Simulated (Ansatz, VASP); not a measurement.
# Sb (Antimony): VASP beside Ansatz

Aim: how closely do two programs agree when they are given the same cell, functional and k mesh? The cell is taken from a series of runs on this material, whose earlier steps may have relaxed, scaled, displaced or heated it; both programs get it as it stands.

Method: plane waves, with VASP 6.6.1 beside it; zone-centre phonons at PBEsol, in Ansatz 0.2.0.

## 1. Set-up

The structure is trigonal, space group R-3m (No. 166). The conventional cell has a = 4.295 Å, b = 4.295 Å, c = 11.394 Å, α = 90.00°, β = 90.00°, γ = 120.00°. Nearest to Sb lie 3 Sb at 2.92 Å.

## 2. VASP: zone-centre phonons, PBEsol

Second derivatives magnify differences that forces hide, and they need a tight electronic threshold.

Lines of VASP's logs that name or quote its potential files are left out, and so is its time.

Contents of INCAR:

```
SYSTEM = Sb
PREC = Accurate
ENCUT = 500
EDIFF = 1E-08
NELM = 120
ISMEAR = 1
SIGMA = 0.2
LREAL = .FALSE.
ALGO = Normal
GGA = PS
NBANDS = 11
LORBIT = 11
LWAVE = .FALSE.
LCHARG = .FALSE.
ISIF = 2
IBRION = 8
LASPH = .TRUE.
GGA_COMPAT = .FALSE.
KPAR = 2
```

Contents of POSCAR:

```
Sb
1.0
    2.1475517990      1.2398896093      3.7980495037
   -2.1475517990      1.2398896093      3.7980495037
    0.0000000000     -2.4797792185      3.7980495037
Sb
2
Direct
    0.2343304834      0.2343304861      0.2343304834
    0.7656695166      0.7656695193      0.7656695166
```

Contents of KPOINTS:

```
Automatic mesh
0
Gamma
12 12 12
0 0 0
```

Potentials, in the order of the species: Sb (PBE family, release 64).

On the command line:

```console
$ mpirun -np 2 vasp_std
```

Numbers of over 12 decimals in the logs are rounded to 6 here.

Log:

```text
[banner, memory and clock lines left out]
running    2 mpi-ranks, on    1 nodes
 distrk:  each k-point on    1 cores,    2 groups
 distr:  one band on    1 cores,    1 groups

 POSCAR found type information on POSCAR Sb
 POSCAR found :  1 types and       2 ions
|                                                                             |
|               ----> ADVICE to this user running VASP <----                  |
|                                                                             |
|     You enforced a specific xc type in the INCAR file but a different       |
|     [... a line on the potential file left out ...]
|     I HOPE YOU KNOW WHAT YOU ARE DOING!                                     |
|                                                                             |

 LDA part: xc-table for (Slater+PW92), standard interpolation
 POSCAR, INCAR and KPOINTS ok, starting setup
 FFT: planning ... GRIDC
 FFT: planning ... GRID_SOFT
 FFT: planning ... GRID
 WAVECAR not read
 entering main loop
       N       E                     dE             d eps       ncg     rms          rms(c)
DAV:   1     0.336581760612E+02    0.33658E+02   -0.35198E+03  4158   0.691E+02
DAV:   2    -0.727133160570E+01   -0.40930E+02   -0.39487E+02  5417   0.110E+02
DAV:   3    -0.910858733711E+01   -0.18373E+01   -0.18235E+01  5091   0.266E+01
DAV:   4    -0.912520951755E+01   -0.16622E-01   -0.16621E-01  4685   0.297E+00
DAV:   5    -0.912540319519E+01   -0.19368E-03   -0.19368E-03  4870   0.363E-01    0.286E+00
DAV:   6    -0.911542426490E+01    0.99789E-02   -0.23320E-03  4722   0.295E-01    0.172E+00
DAV:   7    -0.910925711672E+01    0.61671E-02   -0.58261E-03  4560   0.458E-01    0.560E-02
DAV:   8    -0.910929573682E+01   -0.38620E-04   -0.12578E-04  4731   0.810E-02    0.170E-02
DAV:   9    -0.910930410804E+01   -0.83712E-05   -0.14572E-05  4689   0.239E-02    0.538E-03
DAV:  10    -0.910930361952E+01    0.48851E-06   -0.14700E-06  4758   0.698E-03    0.111E-03
DAV:  11    -0.910930375609E+01   -0.13657E-06   -0.17173E-07  4746   0.249E-03    0.468E-04
DAV:  12    -0.910930378161E+01   -0.25523E-07   -0.16024E-08  3877   0.728E-04    0.118E-04
DAV:  13    -0.910930379438E+01   -0.12773E-07   -0.15968E-09  2379   0.280E-04    0.591E-05
DAV:  14    -0.910930379664E+01   -0.22585E-08   -0.17545E-10  2271   0.105E-04
   1 F= -.91093038E+01 E0= -.91099266E+01  d E =0.186852E-02
 Linear response reoptimize wavefunctions to high precision
DAV:   1    -0.910930379572E+01    0.92581E-09   -0.23404E-11  2520   0.428E-05
DAV:   2    -0.910930379571E+01    0.35811E-11   -0.38931E-12  2268   0.183E-05
 Linear response DOF=           2
 Linear response progress:
  Degree of freedom:   1/  2
       N       E                     dE             d eps       ncg     rms          rms(c)
RMM:   1    -0.249240331911E-01   -0.24924E-01    0.24589E-02 38509   0.117E+00
RMM:   2    -0.246511820386E-01    0.27285E-03   -0.15794E-03 30120   0.236E-01    0.455E-02
RMM:   3    -0.246366184365E-01    0.14564E-04   -0.42092E-05 31825   0.386E-02    0.270E-02
RMM:   4    -0.246597685779E-01   -0.23150E-04   -0.19377E-05 32126   0.195E-02    0.227E-03
RMM:   5    -0.246668411917E-01   -0.70726E-05   -0.16503E-06 32977   0.350E-03    0.910E-04
RMM:   6    -0.246688135547E-01   -0.19724E-05    0.24764E-08 32739   0.911E-04    0.287E-04
RMM:   7    -0.246680266974E-01    0.78686E-06    0.73134E-07 33324   0.249E-04    0.607E-05
RMM:   8    -0.246679186951E-01    0.10800E-06    0.10092E-07 33948   0.696E-05    0.129E-05
RMM:   9    -0.246678851546E-01    0.33540E-07    0.35589E-08 33741   0.196E-05    0.167E-06
RMM:  10    -0.246678867801E-01   -0.16255E-08   -0.50462E-09 33357   0.732E-06    0.666E-07
 first order change of Fermi-energy  -0.20109E-04
 force on displaced ion       1 direction 1 :  -2.768   0.000   0.000
 Linear response progress:
  Degree of freedom:   2/  2
       N       E                     dE             d eps       ncg     rms          rms(c)
RMM:   1    -0.263122841003E-01   -0.26312E-01    0.20515E-02  8088   0.118E+00
RMM:   2    -0.252893085719E-01    0.10230E-02   -0.15334E-03  6481   0.241E-01    0.477E-02
RMM:   3    -0.251799948047E-01    0.10931E-03   -0.44653E-05  6908   0.429E-02    0.291E-02
RMM:   4    -0.251019600604E-01    0.78035E-04   -0.29889E-05  6730   0.262E-02    0.771E-03
RMM:   5    -0.251127529550E-01   -0.10793E-04   -0.81438E-07  6983   0.536E-03    0.265E-03
RMM:   6    -0.251149447471E-01   -0.21918E-05   -0.44689E-08  7024   0.107E-03    0.792E-04
RMM:   7    -0.251138486721E-01    0.10961E-05    0.49460E-09  7095   0.343E-04    0.215E-04
RMM:   8    -0.251138729502E-01   -0.24278E-07    0.18545E-09  7192   0.646E-05    0.310E-05
RMM:   9    -0.251138837121E-01   -0.10762E-07   -0.39857E-10  7233   0.224E-05    0.142E-05
RMM:  10    -0.251138776496E-01    0.60625E-08   -0.31970E-10  7206   0.972E-06    0.425E-06
 first order change of Fermi-energy  -0.91394E+00
 force on displaced ion       1 direction 3 :   0.000  -0.000  -4.728
 Linear response finished
```

From OUTCAR (step 2):

```text
ion  position               nearest neighbor table
   1  0.234  0.234  0.234-   2 2.92   2 2.92   2 2.92   2 3.35   2 3.35   2 3.35
   2  0.766  0.766  0.766-   1 2.92   1 2.92   1 2.92   1 3.35   1 3.35   1 3.35

  LATTYP: Found a trigonal (rhomboedric) cell.
 ALAT       =     4.5359106037
 COS(alpha) =     0.5516797890

 Subroutine GETGRP returns: Found 12 space group operations
 (whereof 12 operations were pure point group operations)

The static configuration has the point symmetry D_3d.

 Found    189 irreducible k-points:

   k-points           NKPTS =    189   k-points in BZ     NKDIM =    189   number of bands    NBANDS=     11

   dimension x,y,z NGX =    36 NGY =   36 NGZ =   36
   dimension x,y,z NGXF=    72 NGYF=   72 NGZF=   72

   ENCUT  =  500.0 eV  36.75 Ry    6.06 a.u.   8.27  8.27  8.27*2*pi/ulx,y,z

   NELECT =      10.0000    total number of electrons

 k-points in reciprocal lattice and weights: Automatic mesh
   0.00000000  0.00000000  0.00000000       0.001
   0.08333333 -0.00000000  0.00000000       0.003
   0.16666667 -0.00000000  0.00000000       0.003
   0.25000000  0.00000000  0.00000000       0.003
   0.33333333  0.00000000 -0.00000000       0.003
   0.41666667  0.00000000  0.00000000       0.003
   0.50000000  0.00000000  0.00000000       0.002
   0.08333333  0.08333333  0.00000000       0.003
   0.16666667  0.08333333  0.00000000       0.007
[...]
-0.41666667  0.50000000  0.41666667       0.003
   0.50000000  0.50000000  0.50000000       0.001

 average (electrostatic) potential at core
       1 -85.7343       2 -85.7343

  Total        0.0715279      0.0715279     -0.3638804     -0.0000000     -0.0000000      0.0000000
  in kB        1.8886338      1.8886338     -9.6079487     -0.0000000     -0.0000000      0.0000000
  external PRESSURE =      -1.9435604 kB  Pullay stress =       0.0000000 kB

  energy-cutoff  :      500.00
  volume of cell :       60.68
      direct lattice vectors                 reciprocal lattice vectors
     2.147551799  1.239889609  3.798049504     0.232823255  0.134420569  0.087764347
    -2.147551799  1.239889609  3.798049504    -0.232823255  0.134420569  0.087764347
     0.000000000 -2.479779219  3.798049504     0.000000000 -0.268841138  0.087764347

 POSITION                                       TOTAL-FORCE (eV/Angst)
 -----------------------------------------------------------------------------------
     -0.00000      0.00000      2.67000         0.000000      0.000000      0.052363
     -0.00000      0.00000      8.72415         0.000000     -0.000000     -0.052363
 -----------------------------------------------------------------------------------
    total drift:                                0.000002     -0.000001     -0.000003

 Eigenvectors and eigenvalues of the dynamical matrix
 ----------------------------------------------------

   1 f  =    4.356975 THz    27.375683 2PiTHz  145.333051 cm-1    18.018994 meV
             X         Y         Z           dx          dy          dz
     -0.000000  0.000000  2.669996     0.000000   -0.000000   -0.707107
     -0.000000  0.000000  8.724152     0.000000    0.000000    0.707107

   2 f  =    3.333357 THz    20.944101 2PiTHz  111.188828 cm-1    13.785651 meV
             X         Y         Z           dx          dy          dz
     -0.000000  0.000000  2.669996     0.000000   -0.707107    0.000000
     -0.000000  0.000000  8.724152     0.000000    0.707107   -0.000000

   3 f  =    3.333357 THz    20.944101 2PiTHz  111.188828 cm-1    13.785651 meV
             X         Y         Z           dx          dy          dz
     -0.000000  0.000000  2.669996    -0.707107   -0.000000    0.000000
     -0.000000  0.000000  8.724152     0.707107   -0.000000    0.000000

   4 f  =    0.000000 THz     0.000000 2PiTHz    0.000002 cm-1     0.000000 meV
             X         Y         Z           dx          dy          dz
     -0.000000  0.000000  2.669996    -0.015204   -0.179774    0.683703
     -0.000000  0.000000  8.724152    -0.015204   -0.179774    0.683703

   5 f  =    0.000000 THz     0.000000 2PiTHz    0.000001 cm-1     0.000000 meV
             X         Y         Z           dx          dy          dz
     -0.000000  0.000000  2.669996     0.336457    0.599604    0.165143
     -0.000000  0.000000  8.724152     0.336457    0.599604    0.165143

   6 f/i=    0.000000 THz     0.000000 2PiTHz    0.000001 cm-1     0.000000 meV
             X         Y         Z           dx          dy          dz
     -0.000000  0.000000  2.669996    -0.621744    0.328872    0.072648
     -0.000000  0.000000  8.724152    -0.621744    0.328872    0.072648

 ELASTIC MODULI CONTR FROM IONIC RELAXATION (kBar)
 Direction    XX          YY          ZZ          XY          YZ          ZX
 --------------------------------------------------------------------------------
 XX        -161.5350   -107.3182   -175.4532     -0.0000     75.5970      0.0000
 YY        -107.3182   -161.5350   -175.4532      0.0000    -75.5970     -0.0000
 ZZ        -175.4532   -175.4532   -229.0009     -0.0000     -0.0000      0.0000
 XY          -0.0000      0.0000     -0.0000    -27.1084      0.0000     72.7238
 YZ          75.5970    -75.5970     -0.0000      0.0000   -210.8171     -0.0000
 ZX           0.0000     -0.0000      0.0000     72.7238     -0.0000   -195.0968
 --------------------------------------------------------------------------------
```

## 3. Ansatz: zone-centre phonons, PBEsol

Ansatz runs on its PAW soft_1 files.

The same cell, functional, mesh and smearing now go to Ansatz, which takes its cutoff from its data sets.

Contents of input.yaml:

```yaml
crystal:
  lattice:
    - [2.147551799, 1.2398896093, 3.7980495037]
    - [-2.147551799, 1.2398896093, 3.7980495037]
    - [0.0, -2.4797792185, 3.7980495037]
  atoms:
    - { symbol: Sb, position: [0.2343304825, 0.2343304852, 0.2343304825] }
    - { symbol: Sb, position: [0.7656695175, 0.7656695148, 0.7656695175] }
kpoints:
  mp_grid: { grid: [12, 12, 12] }
hamiltonian:
  xc: pbesol
  pseudopotentials: { kind: paw, azcp: { folder: soft_1 }, xc_functional: pbe }
scf:
  occupations: { method: methfessel_paxton, width: 0.2 }
output:
  eigenvalues: true
phonons:
  method: dfpt
```

On the command line:

```console
$ ansatz run input.yaml --threads 4 --pin off --max-ram 10240MiB --backend cpu --events-out ev --progress --plain --runs-dir out
```

Log:

```text
Engine: ansatz 0.2.0, x86_64-unknown-linux-gnu
Pseudopotentials: kind: paw
Pseudopotential: Sb, paw, valence charge 15, recommended cutoff 420 eV (normal), soft_1/Sb.paw.azcp
Functional definition: PBEsol
  exchange = pbesol_x
  correlation = pbesol_c
Crystal: 2 atoms, lattice volume = 60.679 Å³
Basis set: ecut = 420 eV, 1183 PW (Γ), exchange–correlation on 64×64×64 points (8 copies of the dense FFT grid, shifted against one another)
Bands: 19, of which v1, the nominal top of the filled ones, is band 15 counted from 1 (14 counted from 0)
Symmetry: 12 space group operations
k-points: 476 of 1728 (irreducible under 2 space group operations, time reversal used)
Non-local potential: Sb, projectors of the file, l = 0: 2, l = 1: 2, l = 2: 2, l = 3: 1
PAW form: soft (Blöchl's): semilocal exchange-correlation on the pseudo side does not see the compensation charge
PAW frozen core: Sb, regenerated for the run's functional, and the local potential with it (the file was generated under x = pbe(κ = 0.804, μ = 0.219515), c = pbe(β = 0.066725))
PAW one-centre angular grid: Sb, 590 points (default); XC on 64 Gauss nodes
Initial density: superposition of atomic densities (chi_scale 0.1, normalization cell)
Initial wavefunctions: pseudopotential atomic-orbital guess
Functional: x = pbesol(κ = 0.804, μ = 0.123457), c = pbesol(β = 0.046)
SCF iter   1: F=—  HF=-12816.332909 eV  |F-HF|=—  |Δ(HF+E_count)|=         —  Δρ=1.49e-2  dr2=1.02e-1  ethr=3.10e-3  ⟨swp⟩=5.9  Hψ=47134  notcnv=0
preconditioner: auto → Kerker (q_TF=auto, 2.426 Å⁻¹)  [metal: Δε(μ)=0.047 eV  Ē_g=8.634 eV  σ=0.200 eV  W_gap=0.20  n_scr=14 (ndim 8)  ℏωp=15.1 eV  f_vac=0.000  D(μ)=0.18/eV (n_scr^D=0)]
SCF iter   2: F=—  HF=-12816.324663 eV  |F-HF|=—  |Δ(HF+E_count)|=   8.25e-3  S|Δr|=    0.00e0  Δρ=9.63e-3  dr2=4.49e-2  ethr=3.40e-4  ⟨swp⟩=1.0  Hψ=12852  notcnv=0
SCF iter   3: F=—  HF=-12816.320134 eV  |F-HF|=—  |Δ(HF+E_count)|=   4.53e-3  S|Δr|=    0.00e0  Δρ=1.22e-3  dr2=1.26e-3  ethr=1.50e-4  ⟨swp⟩=2.0  Hψ=16117  notcnv=0
SCF iter   4: F=—  HF=-12816.320217 eV  |F-HF|=—  |Δ(HF+E_count)|=   8.25e-5  S|Δr|=    0.00e0  Δρ=7.53e-4  dr2=2.71e-4  ethr=4.21e-6  ⟨swp⟩=2.0  Hψ=16190  notcnv=0
SCF iter   5: F=—  HF=-12816.320014 eV  |F-HF|=—  |Δ(HF+E_count)|=   2.03e-4  S|Δr|=    0.00e0  Δρ=2.67e-4  dr2=6.42e-5  ethr=9.04e-7  ⟨swp⟩=2.0  Hψ=16184  notcnv=0
SCF iter   6: F=—  HF=-12816.320036 eV  |F-HF|=—  |Δ(HF+E_count)|=   2.20e-5  S|Δr|=    0.00e0  Δρ=5.88e-5  dr2=2.23e-6  ethr=2.14e-7  ⟨swp⟩=3.0  Hψ=16596  notcnv=0
SCF iter   7: F=—  HF=-12816.320034 eV  |F-HF|=—  |Δ(HF+E_count)|=   1.33e-6  S|Δr|=    0.00e0  Δρ=9.84e-6  dr2=4.40e-8  ethr=7.42e-9  ⟨swp⟩=2.0  Hψ=16190  notcnv=0
SCF iter   8: F=—  HF=-12816.320034 eV  |F-HF|=—  |Δ(HF+E_count)|=   1.06e-8  S|Δr|=    0.00e0  Δρ=2.00e-6  dr2=4.17e-9  ethr=1.47e-10  ⟨swp⟩=2.0  Hψ=11325  notcnv=0
SCF iter   9: F=—  HF=-12816.320034 eV  |F-HF|=—  |Δ(HF+E_count)|=  8.06e-10  S|Δr|=    0.00e0  Δρ=8.62e-7  dr2=7.88e-10  ethr=1.39e-11  ⟨swp⟩=3.0  Hψ=16476  notcnv=0
SCF iter  10: F=—  HF=-12816.320034 eV  |F-HF|=—  |Δ(HF+E_count)|=  2.91e-11  S|Δr|=    0.00e0  Δρ=3.97e-7  dr2=9.68e-11  ethr=2.63e-12  ⟨swp⟩=3.0  Hψ=16220  notcnv=0
SCF iter  11: F=—  HF=-12816.320034 eV  |F-HF|=—  |Δ(HF+E_count)|=  9.09e-12  S|Δr|=    0.00e0  Δρ=1.06e-7  dr2=1.23e-11  ethr=1.00e-12  ⟨swp⟩=1.0  Hψ=9044  notcnv=0
SCF iter  12: F=-12816.320034 eV  HF=-12816.320034 eV  |F-HF|=0.00e0  |Δ(HF+E_count)|=  1.82e-12  S|Δr|=    0.00e0  Δρ=3.13e-8  dr2=1.20e-12  ethr=1.00e-12  ⟨swp⟩=5.7  Hψ=35432  notcnv=0
SCF 1 converged in 12 iterations: F = -12816.320034 eV  dr2 = 1.20e-12
  greatest PAW one-centre occupation: 0.996 electrons in one spin orbital (limit 2), on the Sb atom at site 1 (counted from 0), in its partial waves of l = 2
DFPT response loops at Γ: preconditioner auto → Kerker (q_TF=auto, 2.426 Å⁻¹) (partly filled bands, converged f_vac=0.001); β = 1.00, the filter's whole step (`scf.mixing.beta` (0.50) is not read by the response loops under this deck's `scf.mixing.preconditioner`; to damp them name `kerker` or `kerker_dos`, under which they read `scf.mixing.beta`, and type it under 1.00, their step now; both keys bind the ground state too); Broyden in place of MSR1
SCF converged after 12 iterations
Stability not checked: this state was not tested for a lower state beside it, because cold or Methfessel-Paxton smearing, or corrected tetrahedra, fill the levels in a way that the test cannot read (fill_not_monotonic; see scf.lower_state_search)
Free energy (F): -12816.320034 eV
Harris-Foulkes:  -12816.320034 eV  (|F-HF|=0.00e0)
Internal energy: -12816.321833 eV  (E = F + TS)
E sigma→0 (E₀):  -12816.320484 eV
Entropy (-TS):   0.001799 eV (0.900 meV/atom)
Fermi energy:    10.079828 eV
--- Per-component energies (eV) ---
  E_band       = -336.509063
  E_kinetic    = 325.891256
  E_local      = -3174.508043  (includes V_loc(G=0)·N_el)
  E_nonlocal   = 782.469499
  E_hartree    = 1312.538666
  E_xc         = -196.564469
  E_vxc        = -181.742437  (∫ρ·V_xc dr)
  E_paw        = -8934.927601  (= ΣΔE_a)
  E_vpaw       = -713.696925  (= ΣTr[D̂ρ^β])
  E_aug_tail   = 0.000265  (compensation charges beyond the density's cutoff)
  E_ewald      = -2931.885117
  E_core_change = 0.663710  (= ΣΔE_core)
  E_smearing   = 0.001799  (= −TS)
  E_closure    = -0.000000  (closes the sum)
  Σ components = -12816.320034   (vs F -12816.320034, Δ=0.00e0)
--- Band table (eV; the first three rows and the last of 476) ---
  k-point 0: bands = [... 11 lower, 5.1878, 7.9114, 8.3834, 8.3834, 12.2277, 12.7819, 12.7819, 15.2409]
  k-point 1: bands = [... 11 lower, 4.8609, 7.9603, 8.3628, 8.4667, 12.2053, 12.5494, 12.5883, 14.8415]
  k-point 2: bands = [... 11 lower, 4.0732, 7.9962, 8.3140, 8.7009, 11.9123, 12.0319, 12.0962, 14.6475]
  k-point 475: bands = [... 11 lower, 1.0226, 8.8875, 8.8875, 9.7152, 10.2589, 10.2589, 11.2001, 17.0161]
--- Phonons (Γ-DFPT): 2 representative perturbations + reference, on 476 of 1728 k-points (Σ response iterations 6) ---
  k mesh reduced under 2 symmetry operations, with k and −k counted as one. Each operation leaves every solved perturbation unchanged. A smaller set is not used because it would not reduce the number of displacements times k-points to solve
  ASR residual: 2.852e-5 → 0.000e0 eV/Å²; symmetrization residual: 1.526e-5 eV/Å²
  ASR residual per site (eV/Å²): 2.85e-5 2.85e-5
  Γ frequencies (cm⁻¹): 0.00 0.00 0.00 108.43 108.43 142.54
  non-analytic LO–TO correction: not included (Born effective charges unavailable; polar crystals: no LO–TO splitting at Γ)
```

## 4. Comparison

Known differences besides the potentials themselves: the data sets hold 30 valence electrons in Ansatz (on its PAW soft_1 files) and 10 in VASP; the cutoff is 420 eV in Ansatz and 500 eV in VASP; Ansatz makes its cores anew for this functional, VASP keeps those of its PBE data sets. Total energies have different zeros and are not compared.

The two programs side by side:

```csv
quantity,Ansatz,VASP,difference
optical mode 1 to 2 (cm⁻¹),108.4,111.2,-2.48 %
optical mode 3 (cm⁻¹),142.5,145.3,-1.92 %
```

Modes are paired by rising frequency, not by their patterns, so a pair may set unlike modes beside each other; they are those without the splitting of longitudinal modes.

## 5. What came out

| Item | Value |
| --- | --- |
| r.m.s. difference of the optical zone-centre modes, each program's sorted by frequency (zone-centre phonons, PBEsol) | 2.8 cm⁻¹ |
| difference in optical mode 1 to 2 (zone-centre phonons, PBEsol) | -2.5 % |

What this shows: The r.m.s. difference of the optical zone-centre modes, each program's sorted by frequency is 2.8 cm⁻¹ (zone-centre phonons, PBEsol). The data sets hold unlike numbers of valence electrons (30 in Ansatz and 10 in VASP), so part of the differences comes from the potentials. Among the rows given in per cent, the largest difference of the zone-centre phonons, PBEsol pair is in optical mode 1 to 2, -2.5 %. How closely two codes agree says nothing of how well the functional describes the real material.

[Lines on the potential files, build, host, timing and source positions are cut from VASP's logs without a mark.]

[Logs are printed without paths, hosts, clocks, repeated set-up lines and the standing remarks that a program may print on its own settings, such as how far it seeks lower states.]

[Hosts, paths, dates, database ids (printed as entryN), source tags and the programs' standing remarks are cut or masked in the printed files.]
